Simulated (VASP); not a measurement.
A VASP calculation is set up with these files.

**KPOINTS**
```
kpoints
0
G
11 11 11
```

**POSCAR**
```
AgPd
1
    1.3837060000     0.7988830000     4.5416700000
   -1.3837060000     0.7988830000     4.5416700000
    0.0000000000    -1.5977670000     4.5416700000
Ag Pd
1 1
Direct
  0.0000000000   0.0000000000   0.0000000000
  0.5000000000   0.5000000000   0.5000000000
```

### INCAR
```
# general
SYSTEM =AgPd
PREC   =Accurate
ENCUT  =300   # plane-wave cut-off (eV)
LREAL  =.FALSE.
LASPH  =.TRUE.   # aspherical one-centre terms

# electronic loop
EDIFF  =1E-6   # SCF stop (eV)
NELM   =100   # most electronic steps
ALGO   =Normal   # blocked Davidson
LMAXMIX=4   # l cut-off of mixed one-centre charges

# smearing
ISMEAR =-1
SIGMA  =0.05

# ions
ISIF   =2

# output
LWAVE  =.FALSE.
LCHARG =.FALSE.
```

POTCAR, in this order: Ag Pd (LDA.64 set). Program: vasp_std.

Task: Translate this LDA calculation to Quantum ESPRESSO's pw.x.

Result: One equivalent input (not run):
```
&CONTROL
  calculation = 'scf'
  pseudo_dir = './pseudo'
  outdir = './out'
  tprnfor = .true.
  tstress = .true.
/
&SYSTEM
  ibrav = 0
  nat = 2
  ntyp = 2
  ecutwfc = 86
  occupations = 'smearing'
  smearing = 'fermi-dirac'
  degauss = 0.003675
  input_dft = 'pz'
/
&ELECTRONS
  conv_thr = 7.3e-08
  electron_maxstep = 100
/
ATOMIC_SPECIES
  Ag 107.868 Ag.upf
  Pd 106.420 Pd.upf
CELL_PARAMETERS angstrom
     1.3837060    0.7988830    4.5416700
    -1.3837060    0.7988830    4.5416700
     0.0000000   -1.5977670    4.5416700
ATOMIC_POSITIONS crystal
  Ag   0.0000000  0.0000000  0.0000000
  Pd   0.5000000  0.5000000  0.5000000
K_POINTS automatic
  11 11 11 0 0 0
```
Limits of the translation: the potentials are each code's own (VASP's PAW set, PseudoDojo norm-conserving files in pw.x), so ENCUT and ecutwfc are chosen apart and not converted; conv_thr bounds pw.x's estimated SCF error, while EDIFF bounds the energy change between steps.

The structure comes from a computed database's AgPd entry (R-3m); how it stands against other phases isn't given here. The cell was not relaxed at this level, and its volume differs by -5.9 % from the start's.
